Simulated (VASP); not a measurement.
Consider the following.

```yaml
crystal:
  lattice:
    - [4.00219, -2.18509, 0.00540]
    - [4.00219, 2.18509, 0.00540]
    - [-0.13237, 0.00000, 5.29417]
  atoms:
    - { symbol: Te, position: [0.75303, 0.24697, 0.50000] }
    - { symbol: Se, position: [0.01365, 0.76668, 0.84073] }
    - { symbol: Se, position: [0.23332, 0.98635, 0.15927] }
```

The numbers are results of r2SCAN meta-GGA, VASP's PBE PAW potentials (set 64) (plane waves; VASP), not measurements. Run with 400 eV cut-off, 7×7×5 Γ-centred mesh, tetrahedra with Blöchl corrections, potentials Te Se.

The path is coarsely sampled, so an indirect gap can come out somewhat too large. Unless said otherwise, spin-orbit coupling is left out, though it shifts the bands of the heavy elements here.

Tabulate the total density of states (states/eV per cell) against energy (eV; zero at the valence-band maximum or, without a gap, the Fermi level).

(E (eV), DOS (states/eV)): (-9.96, 0.97); (-9.62, 0.41); (-9.28, 0.07); (-8.82, 0.00); (-8.47, 0.00); (-8.13, 0.00); (-7.78, 0.00); (-7.32, 0.00); (-6.98, 0.00); (-6.64, 0.00); (-6.29, 0.00); (-5.83, 0.00); (-5.49, 1.03); (-5.14, 1.95); (-4.80, 3.57); (-4.46, 2.66); (-4.00, 1.74); (-3.65, 1.69); (-3.31, 4.45); (-2.96, 0.06); (-2.50, 1.37); (-2.16, 1.53); (-1.82, 4.26); (-1.47, 3.80); (-1.01, 1.95); (-0.67, 3.61); (-0.32, 1.21); (0.02, 0.00); (0.36, 0.00); (0.82, 0.00); (1.17, 0.01); (1.51, 2.44); (1.86, 3.92); (2.32, 2.74); (2.66, 3.56); (3.00, 2.70); (3.35, 1.32); (3.81, 0.27); (4.15, 0.00); (4.50, 0.00)
Within 2 eV below the valence-band maximum the largest weight inside VASP's projection spheres is Se p, then Te p.

The structure comes from a computed database's TeSe2 entry (C2); how it stands against other phases isn't given here. It was relaxed first.
